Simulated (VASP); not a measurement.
# Cl3In in VASP: further runs

The runs below take Cl3In through single point, with r2SCAN+D3(BJ), SCAN.

Program: VASP 6.6.1. These are calculated values, not measurements. Logs are shortened: lines on timing, memory, paths and dates and some standing lists are left out, and cuts for length are marked.

### Step 1. The molecule as given

The cell holds a molecule in a box, 4 atoms: a = 11.000 Å, b = 13.000 Å, c = 13.000 Å, α = 90.00°, β = 90.00°, γ = 90.00°.

### Step 2. Single point, r2SCAN+D3(BJ)

File INCAR:

```
SYSTEM = InCl3
  ALGO = Normal
  EDIFF = 1E-6
  ENCUT = 520
  ISIF = 2
  ISMEAR = 0
  IVDW = 12
  LASPH = .True.
  LCHARG = .True.
  LELF = .True.
  LMIXTAU = .True.
  LREAL = .False.
  LVACPOTAV = .True.
  LVHAR = .True.
  LWAVE = .False.
  METAGGA = R2SCAN
  NELM = 80
  PREC = Accurate
  SIGMA = 0.01
  VDW_A1 = 0.49484001
  VDW_A2 = 5.73083694
  VDW_S6 = 1.0
  VDW_S8 = 0.78981345
```

File KPOINTS:

```
k-points
0
Gamma
  1 1 1
  0 0 0
```

File POSCAR:

```
InCl3
1.0
   11.0000000000      0.0000000000      0.0000000000
    0.0000000000     13.0000000000      0.0000000000
    0.0000000000      0.0000000000     13.0000000000
Cl In
3 1
Cartesian
    5.1881500000      7.3259500600      8.4474000000
    6.4069500000      4.8192500200      5.6185000300
    4.6190500400      8.2227499900      4.6206000100
    5.4054500500      6.7896500100      6.2284999400
```

Potentials or basis: VASP PAW PBE potentials, release 64 (Cl, In_d).

Run with:

```console
$ cat potpaw_PBE.64/Cl/POTCAR potpaw_PBE.64/In_d/POTCAR > POTCAR
$ mpirun -np 1 vasp_gam > vasp.out
```

OUTCAR:

```text
SYSTEM = InCl3
   EDIFF = 1E-6
   ENCUT = 520
   ISIF = 2
   ISMEAR = 0
   IVDW = 12
   LASPH = .True.
   LREAL = .False.
   METAGGA = R2SCAN
   NELM = 80
   PREC = Accurate
 IVDW          = 12

 ion  position               nearest neighbor table
   1  0.472  0.564  0.650-   4 2.29
   2  0.582  0.371  0.432-   4 2.29
   3  0.420  0.633  0.355-   4 2.29
   4  0.491  0.522  0.479-   3 2.29   2 2.29   1 2.29

  LATTYP: Found a simple tetragonal cell.
 ALAT       =    13.0000000000
 C/A-ratio  =     0.8461538462

  Lattice vectors:

 A1 = (   0.0000000000,  13.0000000000,   0.0000000000)
 A2 = (   0.0000000000,   0.0000000000,  13.0000000000)
 A3 = (  11.0000000000,   0.0000000000,   0.0000000000)

Analysis of symmetry for initial positions (statically):
=====================================================================
 Subroutine PRICEL returns:
 Original cell was already a primitive cell.

 Routine SETGRP: Setting up the symmetry group for a
 simple tetragonal supercell.

 Subroutine GETGRP returns: Found  1 space group operations
 (whereof  1 operations were pure point group operations)
 out of a pool of 16 trial point group operations.

The static configuration has the point symmetry C_1 .

Analysis of symmetry for dynamics (positions and initial velocities):
=====================================================================
 Subroutine PRICEL returns:
 Original cell was already a primitive cell.

 Routine SETGRP: Setting up the symmetry group for a
 simple tetragonal supercell.

 Subroutine GETGRP returns: Found  1 space group operations
 (whereof  1 operations were pure point group operations)
 out of a pool of 16 trial point group operations.

The dynamic configuration has the point symmetry C_1 .

 Subroutine INISYM returns: Found  1 space group operations
 (whereof  1 operations are pure point group operations),
 and found     1 'primitive' translations

----------------------------------------------------------------------------------------

                                     Primitive cell

  volume of cell :    1859.0000

  direct lattice vectors                    reciprocal lattice vectors
    11.000000000  0.000000000  0.000000000     0.090909091  0.000000000  0.000000000
     0.000000000 13.000000000  0.000000000     0.000000000  0.076923077  0.000000000
     0.000000000  0.000000000 13.000000000     0.000000000  0.000000000  0.076923077

  length of vectors
    11.000000000 13.000000000 13.000000000     0.090909091  0.076923077  0.076923077

  position of ions in fractional coordinates (direct lattice)
     0.471650000  0.563534620  0.649800000
     0.582450000  0.370711540  0.432192310
     0.419913640  0.632519230  0.355430770
     0.491404550  0.522280770  0.479115380

  ion indices of the primitive-cell ions
   primitive index   ion index
                 1           1
                 2           2
                 3           3
                 4           4

----------------------------------------------------------------------------------------

 KPOINTS: k-points

Automatic generation of k-mesh.
 Grid dimensions read from file:
 generate k-points for:    1    1    1

 Generating k-lattice:

  Cartesian coordinates                     Fractional coordinates (reciprocal lattice)
     0.090909091  0.000000000  0.000000000     1.000000000  0.000000000  0.000000000
     0.000000000  0.076923077  0.000000000     0.000000000  1.000000000  0.000000000
     0.000000000  0.000000000  0.076923077     0.000000000  0.000000000  1.000000000

  Length of vectors
     0.090909091  0.076923077  0.076923077

  Shift w.r.t. Gamma in fractional coordinates (k-lattice)
     0.000000000  0.000000000  0.000000000

 Subroutine IBZKPT returns following result:
 ===========================================

 Found      1 irreducible k-points:

 Following reciprocal coordinates:
            Coordinates               Weight
  0.000000  0.000000  0.000000      1.000000
   k-points           NKPTS =      1   k-points in BZ     NKDIM =      1   number of bands    NBANDS=     21
   number of dos      NEDOS =    301   number of ions     NIONS =      4
   total plane-waves  NPLWV = 806736
   dimension x,y,z NGX =    84 NGY =   98 NGZ =   98
   dimension x,y,z NGXF=   168 NGYF=  196 NGZF=  196
   ions per type =               3   1
   NGX,Y,Z   is equivalent  to a cutoff of  12.70, 12.53, 12.53 a.u.
   NGXF,Y,Z  is equivalent  to a cutoff of  25.39, 25.06, 25.06 a.u.
 SYSTEM =  InCl3
   PREC   = accura    normal or accurate (medium, high low for compatibility)
   ISTART =      0    job   : 0-new  1-cont  2-samecut
   ICHARG =      2    charge: 1-file 2-atom 10-const
   ISPIN  =      1    spin polarized calculation?
   LNONCOLLINEAR =      F non collinear calculations
   LSORBIT =      F    spin-orbit coupling
   LASPH  =      T    aspherical Exc in radial PAW
   ENCUT  =  520.0 eV  38.22 Ry    6.18 a.u.  20.45 24.17 24.17*2*pi/ulx,y,z
   NELM   =     80;   NELMIN=  2; NELMDL= -5     # of ELM steps
   EDIFF  = 0.1E-05   stopping-criterion for ELM
   LREAL  =      F    real-space projection
   EDIFFG = 0.1E-04   stopping-criterion for IOM
   NSW    =      0    number of steps for IOM
   IBRION =     -1    ionic relax: 0-MD 1-quasi-New 2-CG
   NFREE  =      0    steps in history (QN), initial steepest desc. (CG)
   ISIF   =      2    stress and relaxation
   ISYM   =      2    0-nonsym 1-usesym 2-fastsym
   POTIM  = 0.5000    time-step for ionic-motion
   TEBEG  =    0.0;   TEEND  =   0.0 temperature during run
   PSTRESS=    0.0 pullay stress
   NELECT =      34.0000    total number of electrons
   NUPDOWN=      -1.0000    fix difference up-down
   EMIN   =  10.00;   EMAX   =-10.00  energy-range for DOS
   EFERMI =   0.00;   METHOD = LEGACY
   ISMEAR =     0;   SIGMA  =   0.01  broadening in eV -4-tet -1-fermi 0-gaus
   EFERMI_NEDOS =   21; number of points for ismear=-14 and -15
   IALGO  =     38    algorithm
   IMIX   =      4    mixing-type and parameters
     AMIX     =   0.40;   BMIX     =  1.00
     AMIX_MAG =   1.60;   BMIX_MAG =  1.00
  volume/ion in A,a.u.               =     464.75      3136.29
  Fermi-wavevector in a.u.,A,eV,Ry     =   0.431328  0.815092  2.531284  0.186044
  Thomas-Fermi vector in A             =   1.400419
   LORBIT       =      0    0 simple, 1 ext, 2 COOP (PROOUT), +10 PAW based schemes
   METAGGA = R2SCAN    functional components
   LHFCALC =     F    Hartree Fock is set to
   AEXX    =    0.0000 exact exchange contribution
   IVDW    =    12    specifies the selected vdW correction
   LEPSILON=     F    determine dielectric tensor
   LRPA    =     F    only Hartree local field effects (RPA)
 non-spin polarized calculation
 Gauss-broadening in eV      SIGMA  =   0.01
  energy-cutoff  :      520.00
  volume of cell :     1859.00
 maximum number of plane-waves:     25047
 NGX is ok and might be reduce to    84
   NGX = 41   NGY = 49   NGZ = 49

 number of electron      34.0000003 magnetization

 Free energy of the ion-electron system (eV)
  ---------------------------------------------------
  ext. energy  EPLUGINS =         0.00000000
  ---------------------------------------------------
  free energy    TOTEN  =       -44.80279882 eV

  energy without entropy =      -44.80279882  energy(sigma->0) =      -44.80279882

 E-fermi :  -7.8511     XC(G=0):  -0.7565

 val. band max:       -7.9109384525   @ k =   0.0000   0.0000   0.0000
 cond. band min:      -3.0548739736   @ k =   0.0000   0.0000   0.0000
 fundamental gap:      4.8560644789
 Fermi energy:        -7.8511332733

 k-point     1 :       0.0000    0.0000    0.0000
  band No.  band energies     occupation
      1     -21.9654      2.00000
      2     -21.9070      2.00000
      3     -21.9057      2.00000
      4     -20.9171      2.00000
      5     -20.9170      2.00000
      6     -20.3149      2.00000
[... 13 lines left out ...]
     20       0.3341      0.00000
     21       0.8302      0.00000

------------------------ aborting loop because EDIFF is reached ----------------------------------------

 Edisp (eV)   -0.03783

 E8    (eV) :    -0.0127

  FORCE on cell =-STRESS in cart. coord.  units (eV):
  Direction    XX          YY          ZZ          XY          YZ          ZX
  --------------------------------------------------------------------------------------
  -------------------------------------------------------------------------------------
  Total      -0.00467     0.15979     0.21320    -0.12087     0.00233     0.00669
  in kB      -0.00402     0.13771     0.18374    -0.10417     0.00200     0.00577
  external pressure =        0.11 kB  Pullay stress =        0.00 kB

 VOLUME and BASIS-vectors are now :
 -----------------------------------------------------------------------------
  energy-cutoff  :      520.00
  volume of cell :     1859.00
      direct lattice vectors                 reciprocal lattice vectors
    11.000000000  0.000000000  0.000000000     0.090909091  0.000000000  0.000000000
     0.000000000 13.000000000  0.000000000     0.000000000  0.076923077  0.000000000
     0.000000000  0.000000000 13.000000000     0.000000000  0.000000000  0.076923077

 POSITION                                       TOTAL-FORCE (eV/Angst)
 -----------------------------------------------------------------------------------
      5.18815      7.32595      8.44740        -0.010276      0.018133      0.075230
      6.40695      4.81925      5.61850         0.039920     -0.070197     -0.021619
      4.61905      8.22275      4.62060        -0.027935      0.053050     -0.057837
      5.40545      6.78965      6.22850        -0.001709     -0.000985      0.004226
 -----------------------------------------------------------------------------------
    total drift:                                0.001257     -0.003582      0.005493

  FREE ENERGIE OF THE ION-ELECTRON SYSTEM (eV)
  ---------------------------------------------------
  free  energy   TOTEN  =       -44.8406256661 eV

  energy  without entropy=      -44.8406256661  energy(sigma->0) =      -44.84062567
```

Wall time 9.1 min (1 thread of Intel Xeon Platinum 8488C (Sapphire Rapids), shared host); peak memory 1.6 GiB.

What came out:

- Free energy: -44.8406 eV
- Largest force: 0.084 eV/Å
- Gap between the frontier levels: 4.86 eV
- Dispersion energy per atom: -0.009 eV

Forces in eV/Å, atoms in the order of the input:
```
Cl  -0.010  0.018  0.075
Cl   0.040 -0.070 -0.022
Cl  -0.028  0.053 -0.058
In  -0.002 -0.001  0.004
```

Caveat: the PAW data sets were made with another functional, which shifts forces and pressure a little; spin-orbit coupling is left out, which moves the levels of the heavy elements. r2SCAN opens gaps a little over a GGA but as a rule still falls short of measured ones.

### Step 3. Single point, SCAN

File INCAR:

```
SYSTEM = InCl3
PREC = Accurate
ENCUT = 520
EDIFF = 1E-6
ISMEAR = 0
SIGMA = 0.01
LREAL = .False.
LASPH = .True.
NELM = 80
ALGO = Normal
ISIF = 2
LWAVE = .False.
LCHARG = .False.
METAGGA = SCAN
LMIXTAU = .True.
```

File KPOINTS:

```
Automatic mesh
0
Gamma
  1 1 1
  0 0 0
```

POSCAR is that of step 2.

Potentials or basis: VASP PAW PBE potentials, release 64 (Cl, In_d).

Run with:

```console
$ cat potpaw_PBE.64/Cl/POTCAR potpaw_PBE.64/In_d/POTCAR > POTCAR
$ mpirun -np 1 vasp_gam > vasp.out
```

Run time: 11 min. Hardware: 1 thread of Intel Xeon Platinum 8488C (Sapphire Rapids), shared host; peak memory 1.6 GiB.

The run converged. Its results:

| Property | Result |
| --- | --- |
| Free energy | -60.8999 eV |
| Largest force | 0.023 eV/Å |
| Gap between the frontier levels | 4.79 eV |

Forces in eV/Å, atoms in the order of the input:
```
Cl  -0.015 -0.005  0.000
Cl   0.000 -0.002  0.000
Cl   0.002  0.003  0.018
In   0.013  0.004 -0.018
```

Levels at points of the mesh, in eV from the valence-band top:
```tsv
k point	band 13	band 14	band 15	band 16	band 17	band 18	band 19	band 20	band 21
(0.00, 0.00, 0.00)	-0.16	-0.16	-0.09	-0.09	0.00	4.79	6.01	8.23	8.70
```

Caveat: the PAW data sets were made with another functional, which shifts forces and pressure a little; spin-orbit coupling is left out, which moves the levels of the heavy elements. SCAN opens gaps a little over a GGA but as a rule still falls short of measured ones.

### Step 4. For comparison

An earlier run on the cell as given: functional PBE; potentials or basis VASP PAW PBE potentials, release 64 (Cl, In_d); cutoff 520 eV; k mesh 1 × 1 × 1; occupations gaussian, width 0.01 eV; no spin polarisation.

* Largest force: 0.340 eV/Å
* Gap between the frontier levels: 4.27 eV

### Step 5. Summary

| level | gap on the mesh (eV) | largest force (eV/Å) |
| --- | --- | --- |
| r2SCAN+D3(BJ) | 4.86 | 0.08 |
| SCAN | 4.79 | 0.02 |
| PBE | 4.27 | 0.34 |

Alike in all rows: task single point; potentials or basis VASP PAW PBE potentials, release 64 (Cl, In_d); no spin polarisation; cell as given; k mesh 1 × 1 × 1; cutoff (eV) 520; smearing gaussian 0.01 eV.

On the cell as given the gap runs from 4.27 eV (PBE) to 4.86 eV (r2SCAN+D3(BJ)).

Caveats: spin-orbit coupling is left out, which moves the levels of the heavy elements; the PAW data sets were made with another functional, which shifts forces and pressure a little (some runs).

Absolute energies hang on the potentials; compare differences alone.
